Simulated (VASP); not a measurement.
A VASP calculation is set up with these files.

KPOINTS:
```
Automatic mesh
0
Gamma
14 14 7
0 0 0
```

### INCAR
```
SYSTEM = Cd
PREC = Accurate
ENCUT = 500
EDIFF = 1E-6
NELM = 100
ALGO = Normal
LREAL = .FALSE.
LASPH = .TRUE.
ISMEAR = 1
SIGMA = 0.1
GGA = PS
LMAXMIX = 4
LWAVE = .FALSE.
LCHARG = .FALSE.
IBRION = 2
ISIF = 3
NSW = 40
EDIFFG = -0.02
PSTRESS = 200
```

**POSCAR**
```
Cd
1.0
  1.4559543538  -2.5217873583   0.0000000000
  1.4559543538   2.5217873583   0.0000000000
  0.0000000000   0.0000000000   5.0465123040
Cd
2
Cart
  1.4559543538   0.8405974673   1.2616280760
  1.4559543538  -0.8405974673   3.7848842280
```

POTCAR, in this order: Cd (PBE.64 set). Program: vasp_std.

### Question
Write an equivalent input for Ansatz.

### Answer
One equivalent input (not run):
Ansatz 0.2 input:
```yaml
crystal:
  lattice:
    - [1.4559544, -2.5217874, 0.0000000]
    - [1.4559544, 2.5217874, 0.0000000]
    - [0.0000000, 0.0000000, 5.0465123]
  atoms:
    - { symbol: Cd, position: [0.3333330, 0.6666670, 0.2500000] }
    - { symbol: Cd, position: [0.6666670, 0.3333330, 0.7500000] }
kpoints:
  mp_grid: { grid: [14, 14, 7] }
hamiltonian:
  xc: pbesol
  pseudopotentials: { kind: paw }
scf:
  occupations: { method: methfessel_paxton, width: 0.1 }
  max_iter: 100
relax:
  max_steps: 40
  f_tol: 0.02
  cell: { p_target: 20 }
output: { forces: true, stress: true, eigenvalues: true }
```
What does not carry over: each code has its own PAW files, so the cut-off isn't converted (ENCUT is set for VASP's; basis.ecutwfc is left out, and Ansatz then takes the one that its files recommend); Ansatz stops its SCF on the density residual and VASP on the energy change (EDIFF).

The compound is Cd in the hcp structure. This run relaxes it under an external pressure of 20 GPa. Symmetry was kept, so distortions that lower it aren't found.
